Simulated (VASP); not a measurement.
The input files of a VASP run:

INCAR:
```
SYSTEM = SiC
PREC = Accurate
ENCUT = 520
EDIFF = 1E-6
NELM = 100
ALGO = Normal
LREAL = .FALSE.
LASPH = .TRUE.
ISMEAR = 0
SIGMA = 0.05
GGA = PE
LWAVE = .FALSE.
LCHARG = .FALSE.
ISIF = 2
```

### KPOINTS
```
Automatic mesh
0
Gamma
6 6 4
0 0 0
```

POSCAR:
```
SiC
1
    1.5400000000     2.6673580000     0.0000000000
    1.5400000000    -2.6673580000     0.0000000000
    0.0000000000     0.0000000000     5.0500000000
Si C
2 2
Direct
  0.3333330000   0.6666670000   0.5000000000
  0.6666670000   0.3333330000   0.0000000000
  0.3333330000   0.6666670000   0.8750000000
  0.6666670000   0.3333330000   0.3750000000
```

POTCAR, in this order: Si C (PBE.64 set). Program: vasp_std.

What VASP printed:

standard output:
```
 -----------------------------------------------------------------------------
|                                                                             |
|     EEEEEEE  RRRRRR   RRRRRR   OOOOOOO  RRRRRR      ###     ###     ###     |
|     E        R     R  R     R  O     O  R     R     ###     ###     ###     |
|     E        R     R  R     R  O     O  R     R     ###     ###     ###     |
|     EEEEE    RRRRRR   RRRRRR   O     O  RRRRRR       #       #       #      |
|     E        R   R    R   R    O     O  R   R                               |
|     E        R    R   R    R   O     O  R    R      ###     ###     ###     |
|     EEEEEEE  R     R  R     R  OOOOOOO  R     R     ###     ###     ###     |
|                                                                             |
|     ERROR: the triple product of the basis vectors is negative exchange     |
|     two basis vectors                                                       |
|                                                                             |
|       ---->  I REFUSE TO CONTINUE WITH THIS SICK JOB ... BYE!!! <----       |
|                                                                             |
 -----------------------------------------------------------------------------
```

### Question
Read input and log: which fault does this run have?
A) a metal was run with a tiny SIGMA on a coarse mesh
B) MAGMOM holds more values than there are atoms
C) molecular dynamics (IBRION = 0) was asked for without POTIM
D) the lattice vectors form a left-handed set

### Answer
D, the lattice vectors form a left-handed set. VASP stops with an error: ERROR: the triple product of the basis vectors is negative exchange two basis vectors ----> I REFUSE TO CONTINUE WITH THIS SICK JOB ... BYE!!! <----

To mend it, correct POSCAR.
POSCAR:
```
SiC
1
    1.5400000000    -2.6673580000     0.0000000000
    1.5400000000     2.6673580000     0.0000000000
    0.0000000000     0.0000000000     5.0500000000
Si C
2 2
Direct
  0.6666670000   0.3333330000   0.5000000000
  0.3333330000   0.6666670000   0.0000000000
  0.6666670000   0.3333330000   0.8750000000
  0.3333330000   0.6666670000   0.3750000000
```
The mended run (PBE GGA, plane waves, VASP's PBE PAW potentials (set 64)) converges, and its OSZICAR ends with
```
   1 F= -.30094950E+02 E0= -.30094950E+02  d E =-.109372E-11
```

The compound is SiC in the wurtzite structure, the rare 2H polytype. The cell was not relaxed at this level.
